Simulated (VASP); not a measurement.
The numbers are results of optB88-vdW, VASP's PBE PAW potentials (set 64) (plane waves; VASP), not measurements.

Input for VASP

INCAR:
```
SYSTEM = CdF2
PREC = Accurate
ENCUT = 520
EDIFF = 1E-6
NELM = 100
ALGO = Normal
LREAL = .FALSE.
LASPH = .TRUE.
ISMEAR = 0
SIGMA = 0.05
GGA = BO
PARAM1 = 0.1833333333
PARAM2 = 0.22
LUSE_VDW = .TRUE.
AGGAC = 0.0
LMAXMIX = 4
LWAVE = .FALSE.
LCHARG = .FALSE.
IBRION = 2
ISIF = 3
NSW = 60
EDIFFG = -0.02
```

### POSCAR
```
CdF2
1
    0.0000000000     2.7217316377     2.7217316377
    2.7217316377    -0.0000000000     2.7217316377
    2.7217316377     2.7217316377    -0.0000000000
Cd F
1 2
Direct
  0.0000000000   0.0000000000   0.0000000000
  0.2500000000   0.2500000000   0.2500000000
  0.7500000000   0.7500000000   0.7500000000
```

**KPOINTS**
```
kpoints
0
gamma
6 6 6
```

POTCAR, in this order: Cd F (PBE.64 set). Program: vasp_std.

What VASP printed:

**OSZICAR**
```
       N       E                     dE             d eps       ncg     rms          rms(c)
DAV:   1     0.203120692569E+03    0.20312E+03   -0.15837E+04   560   0.154E+03
DAV:   2     0.210487796572E+01   -0.20102E+03   -0.19371E+03   654   0.381E+02
DAV:   3    -0.593406916514E+01   -0.80389E+01   -0.80250E+01   568   0.851E+01
DAV:   4    -0.597520793061E+01   -0.41139E-01   -0.41134E-01   615   0.600E+00
DAV:   5    -0.597537360217E+01   -0.16567E-03   -0.16567E-03   569   0.334E-01    0.103E+01
DAV:   6    -0.402171464260E+01    0.19537E+01   -0.60357E+00   697   0.458E+01    0.719E+00
DAV:   7    -0.405674105626E+01   -0.35026E-01   -0.88033E-01   545   0.100E+01    0.420E+00
DAV:   8    -0.404305187066E+01    0.13689E-01   -0.16831E-01   549   0.417E+00    0.742E-01
DAV:   9    -0.403382099863E+01    0.92309E-02   -0.40652E-02   664   0.241E+00    0.974E-02
DAV:  10    -0.403422407602E+01   -0.40308E-03   -0.30588E-03   548   0.739E-01    0.110E-01
DAV:  11    -0.403426065355E+01   -0.36578E-04   -0.16221E-04   567   0.180E-01    0.420E-02
DAV:  12    -0.403427720904E+01   -0.16555E-04   -0.55700E-05   549   0.779E-02    0.138E-02
DAV:  13    -0.403427752587E+01   -0.31684E-06   -0.38349E-06   582   0.252E-02
   1 F= -.40342775E+01 E0= -.40342775E+01  d E =-.403428E+01
```

### OUTCAR
```
------------------------ aborting loop because EDIFF is reached ----------------------------------------
  FORCE on cell =-STRESS in cart. coord.  units (eV):
  Direction    XX          YY          ZZ          XY          YZ          ZX
  --------------------------------------------------------------------------------------
  Total        0.0195208      0.0195208      0.0195208      0.0000000      0.0000000     -0.0000000
  in kB        0.7756063      0.7756063      0.7756063      0.0000000      0.0000000     -0.0000000
  external PRESSURE =       0.7756063 kB  Pullay stress =       0.0000000 kB
  volume of cell :       40.32
      direct lattice vectors                 reciprocal lattice vectors
     0.000000000  2.721731638  2.721731638    -0.183706576  0.183706576  0.183706576
     2.721731638  0.000000000  2.721731638     0.183706576 -0.183706576  0.183706576
     2.721731638  2.721731638  0.000000000     0.183706576  0.183706576 -0.183706576
 POSITION                                       TOTAL-FORCE (eV/Angst)
 -----------------------------------------------------------------------------------
      0.00000      0.00000      0.00000        -0.000000     -0.000000     -0.000000
      1.36087      1.36087      1.36087         0.000000     -0.000000      0.000000
      4.08260      4.08260      4.08260         0.000000      0.000000     -0.000000
 -----------------------------------------------------------------------------------
    total drift:                                0.000000     -0.000000      0.000000
  FREE ENERGIE OF THE ION-ELECTRON SYSTEM (eV)
  ---------------------------------------------------
  free  energy   TOTEN  =        -4.0342775259 eV

  energy  without entropy=       -4.0342775259  energy(sigma->0) =       -4.03427753

 reached required accuracy - stopping structural energy minimisation
```
(Selected blocks of OUTCAR.)

OUTCAR:
```
 val. band max:       -1.8572655114   @ k =  -0.3333   0.5000   0.1667

 cond. band min:       1.0982539836   @ k =   0.0000   0.0000   0.0000


 Fermi energy:        -1.6299322321

 k-point     1 :       0.0000    0.0000    0.0000
  band No.  band energies     occupation
      1     -22.3422      2.00000
      2     -21.3124      2.00000
      3      -7.3339      2.00000
      4      -7.3339      2.00000
      5      -7.3339      2.00000
      6      -6.2629      2.00000
      7      -6.2629      2.00000
      8      -2.7330      2.00000
      9      -2.7330      2.00000
     10      -2.7330      2.00000
     11      -2.3647      2.00000
     12      -2.3647      2.00000
     13      -2.3647      2.00000
     14       1.0983      0.00000
     15      10.6668      0.00000
     16      10.6668      0.00000
     17      10.6668      0.00000

 k-point     2 :       0.1667    0.0000    0.0000
  band No.  band energies     occupation
      1     -22.2621      2.00000
      2     -21.3836      2.00000
      3      -7.2425      2.00000
      4      -7.2425      2.00000
      5      -7.0688      2.00000
      6      -6.2859      2.00000
      7      -6.2859      2.00000
      8      -3.4450      2.00000
      9      -2.9208      2.00000
     10      -2.9208      2.00000
     11      -2.5758      2.00000
     12      -2.3302      2.00000
     13      -2.3302      2.00000
     14       2.0433      0.00000
     15       9.5390      0.00000
     16      11.0454      0.00000
     17      11.0454      0.00000

 k-point     3 :       0.3333    0.0000    0.0000
  band No.  band energies     occupation
      1     -22.0582      2.00000
      2     -21.5651      2.00000
      3      -7.0835      2.00000
      4      -7.0835      2.00000
      5      -6.4369      2.00000
      6      -6.2648      2.00000
      7      -6.2648      2.00000
      8      -4.2615      2.00000
      9      -3.3765      2.00000
     10      -3.3241      2.00000
     11      -3.3241      2.00000
...
```

The compound is CdF2 in the fluorite structure. It was relaxed first. The start is the result of an earlier pass.
